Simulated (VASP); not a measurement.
Here is the system:

```yaml
crystal:
  lattice:
    - [3.11840, 0.00000, 0.00000]
    - [-1.55920, 2.70061, 0.00000]
    - [0.00000, 0.00000, 28.01295]
  atoms:
    - { symbol: Re, position: [0.00000, 0.00000, 0.50000] }
    - { symbol: Se, position: [0.33333, 0.66667, 0.56369] }
    - { symbol: Se, position: [0.66667, 0.33333, 0.43631] }
```

Calculation: PBEsol GGA, VASP's PBE PAW potentials (set 64) (plane waves; VASP). Numerical set-up: 400 eV cut-off, Gaussian smearing of 0.050 eV, potentials Re Se.

The cell holds a wide vacuum, so values per volume refer to the whole cell. Unless said otherwise, spin-orbit coupling is left out, though it shifts the bands of the heavy elements here.

Task: What does the run give for the band gap (along the path) with the smallest direct gap where there is one?

Result: 
The band gap (along the path) is none (metal, semimetal or under 0.01 eV).

The cell is a sheet with vacuum, built from a generated structure.
